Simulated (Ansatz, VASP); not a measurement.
# Al2InN3 in two plane-wave programs

One calculation is typed for both programs; each brings its own data sets. How far apart do they land? The cell is taken from a series of runs on this material, whose earlier steps may have relaxed, scaled, displaced or heated it; both programs get it as it stands.

Calculated with Ansatz 0.2.0; plane waves, with VASP 6.6.1 beside it; PBE.

## Step 1: Set-up

The structure is orthorhombic, space group Cmc2_1 (No. 36). The conventional cell has a = 9.760 Å, b = 5.611 Å, c = 5.199 Å, α = 90.00°, β = 90.00°, γ = 90.00°. Al has 4 N at 1.89 to 1.90 Å nearest. Nearest to In lie 4 N at 2.16 to 2.19 Å. N has 3 Al at 1.89 to 1.90 Å and 1 In at 2.16 Å nearest. Nearest to N lie 2 Al at 1.89 Å and 2 In at 2.17 to 2.19 Å. Farther neighbours and most contacts between anions are not listed.

As a file:

```xyz
12
Lattice="4.8800 -2.8055 0.0000 4.8800 2.8055 0.0000 0.0000 0.0000 5.1995" Properties=species:S:1:pos:R:3 pbc="T T T"
Al    1.6760    0.9156    5.1559
Al    8.0840    0.9156    5.1559
Al    8.0840   -0.9156    2.5562
Al    1.6760   -0.9156    2.5562
In    4.8800    0.9992    5.1287
In    4.8800   -0.9992    2.5289
N     1.8084    0.8321    1.8500
N     7.9517    0.8321    1.8500
N     7.9517   -0.8321    4.4497
N     1.8084   -0.8321    4.4497
N     4.8800    1.1329    2.1149
N     4.8800   -1.1329    4.7147
```

## Step 2: Ansatz: G0W0 gap, PBE

Ansatz runs on its PAW soft_1 files.

Quasiparticle shifts depend on high empty states and on the cores, so they are the hardest test of two PAW sets.

File input.yaml:

```yaml
crystal:
  lattice:
    - [4.8800190524, -2.8055151375, 0.0]
    - [4.8800190524, 2.8055151375, 0.0]
    - [0.0, 0.0, 5.1994618]
  atoms:
    - { symbol: Al, position: [0.00854286, 0.33490025, 0.99162672] }
    - { symbol: Al, position: [0.66509975, 0.99145714, 0.99162672] }
    - { symbol: Al, position: [0.99145714, 0.66509975, 0.49162672] }
    - { symbol: Al, position: [0.33490025, 0.00854286, 0.49162672] }
    - { symbol: In, position: [0.32191553, 0.67808447, 0.98638376] }
    - { symbol: In, position: [0.67808447, 0.32191553, 0.48638376] }
    - { symbol: "N", position: [0.03698256, 0.33358057, 0.35579997] }
    - { symbol: "N", position: [0.66641943, 0.96301744, 0.35579997] }
    - { symbol: "N", position: [0.96301744, 0.66641943, 0.85579997] }
    - { symbol: "N", position: [0.33358057, 0.03698256, 0.85579997] }
    - { symbol: "N", position: [0.29809134, 0.70190866, 0.40676283] }
    - { symbol: "N", position: [0.70190866, 0.29809134, 0.90676283] }
kpoints:
  mp_grid: { grid: [6, 6, 4] }
hamiltonian:
  xc: pbe
  pseudopotentials: { kind: paw, azcp: { folder: soft_1 } }
scf:
  occupations: { method: fixed }
gw:
  n_empty_bands: 128
  ecut_chi: 54
  qp_bands: [v4, c4]
  qp_kpoints: band_edges
  screening: { model: contour_deformation }
```

On the command line:

```bash
$ ansatz run input.yaml --threads 2 --pin off --max-ram 92160MiB --backend cuda --events-out ev --progress --plain --runs-dir out --devices 1 --max-vram 13GiB
```

Numbers of over 12 decimals in the logs are rounded to 6 here.

Log:

```text
GPUs: using 1 of 1 available (devices: 1).
Engine: ansatz 0.2.0, x86_64-unknown-linux-gnu
Pseudopotentials: kind: paw
Pseudopotential: Al, paw, valence charge 3, recommended cutoff 420 eV (normal), soft_1/Al.paw.azcp
Pseudopotential: In, paw, valence charge 13, recommended cutoff 420 eV (normal), soft_1/In.paw.azcp
Pseudopotential: N, paw, valence charge 5, recommended cutoff 420 eV (normal), soft_1/N.paw.azcp
Functional definition: PBE
  parameter kappa = 0.804
  parameter beta = 0.066725
  exchange = pbe_x(kappa = kappa, mu = beta*pi^2/3)
  correlation = pbe_c(beta = beta)
device memory: the entry about to start is reckoned to put 3.4 GiB on a device that reports 47.0 GiB free (of which the cap on the GPU budget leaves the run 13.0 GiB)
GPU FFT provider: cuFFT
GPU libraries: cuBLAS 13.8.2, cuFFT 12.4.0, cuSOLVER 12.3.4
Crystal: 12 atoms, lattice volume = 142.371 Å³
Basis set: ecut = 420 eV, 2793 PW (Γ)
Bands: 46, of which v1, the nominal top of the filled ones, is band 34 counted from 1 (33 counted from 0)
Symmetry: 4 space group operations
Space group: Cmc21 (ITA 36), of the structure as read, at distance tolerance 5.2e-5 Å
k-points: 39 of 144 (time reversal used)
Non-local potential: Al, projectors of the file, l = 0: 2, l = 1: 2, l = 2: 1
Non-local potential: In, projectors of the file, l = 0: 2, l = 1: 2, l = 2: 2, l = 3: 1
Non-local potential: N, projectors of the file, l = 0: 2, l = 1: 2, l = 2: 1
PAW form: soft (Blöchl's): semilocal exchange-correlation on the pseudo side does not see the compensation charge
PAW one-centre angular grid: Al, 110 points (default); XC on 64 Gauss nodes
PAW one-centre angular grid: In, 590 points (default); XC on 64 Gauss nodes
PAW one-centre angular grid: N, 110 points (default); XC on 64 Gauss nodes
Initial density: superposition of atomic densities (chi_scale 0.1, normalization cell, long waves kept (reshape's long-wave potential 0.07 eV rms))
Initial wavefunctions: pseudopotential atomic-orbital guess
GPU buffer pool allocated for 57600 grid points (all kernels)
GPU transforms: local potential and band sums: pruned to the plane-wave sphere, on 40×40×36
Functional: x = pbe(κ = 0.804, μ = 0.219515), c = pbe(β = 0.066725)
SCF iter   1: F=—  HF=-15666.434879 eV  |F-HF|=—  |Δ(HF+E_count)|=         —  Δρ=1.13e-1  dr2=2.20e1  ethr=3.10e-3  ⟨swp⟩=5.0  Hψ=6104  notcnv=0  defer=379
preconditioner: auto → Resta (q_TF=auto, 2.412 Å⁻¹)  ε∞=3.9  [insulator: Δε(μ)=3.270 eV  Ē_g=15.037 eV  n_scr=26 (ndim 8)  ℏωp=25.7 eV  f_vac=0.000  ε∞_Penn≈3.9]
SCF iter   2: F=—  HF=-15660.548591 eV  |F-HF|=—  |Δ(HF+E_count)|=    5.89e0  Δρ=4.29e-2  dr2=1.48e0  ethr=3.10e-3  ⟨swp⟩=3.0  Hψ=3784  notcnv=0  defer=389
SCF iter   3: F=—  HF=-15660.273656 eV  |F-HF|=—  |Δ(HF+E_count)|=   2.75e-1  Δρ=2.09e-2  dr2=4.29e-1  ethr=2.18e-3  ⟨swp⟩=2.0  Hψ=2184  notcnv=0  defer=388
SCF iter   4: F=—  HF=-15660.228246 eV  |F-HF|=—  |Δ(HF+E_count)|=   4.54e-2  Δρ=2.33e-3  dr2=7.44e-3  ethr=6.31e-4  ⟨swp⟩=2.5  Hψ=2169  notcnv=0  defer=390
SCF iter   5: F=—  HF=-15660.231829 eV  |F-HF|=—  |Δ(HF+E_count)|=   3.58e-3  Δρ=1.41e-3  dr2=2.71e-3  ethr=1.09e-5  ⟨swp⟩=2.2  Hψ=2881  notcnv=0  defer=390
SCF iter   6: F=—  HF=-15660.232352 eV  |F-HF|=—  |Δ(HF+E_count)|=   5.23e-4  Δρ=6.36e-4  dr2=5.84e-4  ethr=3.98e-6  ⟨swp⟩=2.0  Hψ=2592  notcnv=0  defer=390
SCF iter   7: F=—  HF=-15660.232416 eV  |F-HF|=—  |Δ(HF+E_count)|=   6.40e-5  Δρ=1.18e-4  dr2=2.25e-5  ethr=8.59e-7  ⟨swp⟩=2.0  Hψ=2308  notcnv=0  defer=385
SCF iter   8: F=—  HF=-15660.232440 eV  |F-HF|=—  |Δ(HF+E_count)|=   2.33e-5  Δρ=2.22e-5  dr2=5.90e-7  ethr=3.31e-8  ⟨swp⟩=2.2  Hψ=2955  notcnv=0  defer=210
SCF iter   9: F=-15660.232440 eV  HF=-15660.232440 eV  |F-HF|=9.36e-9  |Δ(HF+E_count)|=   5.88e-7  Δρ=2.78e-6  dr2=9.10e-9  ethr=1.47e-10  ⟨swp⟩=12.9  Hψ=8236  notcnv=0
SCF 1 converged in 9 iterations: F = -15660.232440 eV  dr2 = 9.10e-9
  greatest PAW one-centre occupation: 0.984 electrons in one spin orbital (limit 2), on the In atom at site 4 (counted from 0), in its partial waves of l = 2
device memory: the entry about to start is reckoned to put 3.6 GiB (of the 3.9 GiB reckoned in all, the device holds 0.4 GiB already) on a device that reports 45.7 GiB free (of which the cap on the GPU budget leaves the run 12.6 GiB)
NSCF: frozen V_eff on 39 k-points, pencils in batches of 32, up to order 184
the band table was solved once the SCF had ended and its energy, with any forces and stress, was formed, with the checks that follow a solve (6919 applications of the Hamiltonian). They found nothing against the state; the energy, forces and stress were not computed again (output.eigenvalues in the input reference)
device memory: the entry about to start is reckoned to put 3.2 GiB on a device that reports 45.7 GiB free (of which the cap on the GPU budget leaves the run 13.0 GiB)
NSCF: frozen V_eff on 39 k-points
G₀W₀ screening: q 1/39
[... further progress lines ...]
[...]
21    37     14.0314    -7.9085    -3.9457   -12.7480  0.8071    14.9357    14.9251  root
    21    38     14.1809    -7.7413    -3.9954   -12.6160  0.8105    15.0703    15.0602  root
    22    31      7.5078   -21.4709     3.8394   -17.4265  0.7676     7.3022     7.3028  root
    22    32      7.6057   -21.3836     3.7661   -17.4456  0.7684     7.4334     7.4338  root
    22    33      7.7365   -21.3018     3.5774   -17.6000  0.7699     7.6120     7.6123  root
    22    34      7.9115   -21.2660     3.5144   -17.6539  0.7706     7.8137     7.8139  root
    22    35     12.3567   -10.2973    -3.5496   -14.9347  0.8050    13.4575    13.4445  root
    22    36     13.2417    -9.8467    -3.8455   -14.8373  0.8028    14.4038    14.3868  root
    22    37     13.6547    -7.9324    -3.9001   -12.6916  0.8114    14.5227    14.5137  root
    22    38     13.8671    -8.2871    -3.9425   -13.1643  0.8100    14.8130    14.8018  root
    24    31      7.3222   -20.9805     3.6252   -17.1293  0.7692     7.0955     7.0962  root
    24    32      7.3549   -21.0066     3.5107   -17.3307  0.7672     7.1893     7.1896  root
    24    33      8.0301   -21.7937     3.7518   -17.9541  0.7708     7.9422     7.9424  root
    24    34      8.0556   -21.6703     3.7532   -17.8191  0.7706     7.9575     7.9577  root
    24    35     11.7470   -11.6970    -3.1323   -15.9300  0.8005    12.8598    12.8476  root
    24    36     13.3400   -10.8282    -3.8765   -16.0483  0.8013    14.7079    14.6837  root
    24    37     13.9556    -6.6984    -3.9206   -11.3505  0.8145    14.6934    14.6870  root
    24    38     14.2238    -7.1511    -3.9821   -11.9637  0.8084    15.0633    15.0543  root
    25    31      7.4338   -21.2610     3.7291   -17.3243  0.7687     7.2257     7.2263  root
    25    32      7.6185   -21.1365     3.5798   -17.4111  0.7688     7.4726     7.4729  root
    25    33      7.8723   -21.6923     3.7807   -17.7908  0.7698     7.7513     7.7515  root
    25    34      7.9035   -21.3410     3.5986   -17.6268  0.7704     7.7877     7.7880  root
    25    35     12.0676   -11.1138    -3.2914   -15.5003  0.8018    13.1753    13.1626  root
    25    36     13.4324   -10.3727    -3.9230   -15.5840  0.7993    14.7436    14.7207  root
[...]
37    31      7.3324   -21.2172     3.7640   -17.2286  0.7658     7.1071     7.1078  root
    37    32      7.6410   -21.3157     3.6967   -17.4438  0.7701     7.4653     7.4657  root
    37    33      7.6925   -21.2815     3.6641   -17.4653  0.7705     7.5400     7.5403  root
    37    34      7.9522   -21.3550     3.5547   -17.7068  0.7700     7.8585     7.8587  root
    37    35     12.6729   -10.9615    -3.6560   -15.8537  0.7996    13.9282    13.9090  root
    37    36     12.6929    -8.9995    -3.7410   -13.7236  0.8137    13.6864    13.6761  root
    37    37     13.7216    -8.7145    -3.8108   -13.4322  0.8054    14.6394    14.6285  root
    37    38     14.2509    -7.8862    -4.0557   -12.8633  0.8043    15.1843    15.1724  root
```

[end of part 1 of 2]

[Lines on the potential files, build, host, timing and source positions are cut from VASP's logs without a mark.]

[Logs are printed without paths, hosts, clocks, repeated set-up lines and the standing remarks that a program may print on its own settings, such as how far it seeks lower states.]

[Hosts, paths, dates, database ids (printed as entryN), source tags and the programs' standing remarks are cut or masked in the printed files.]
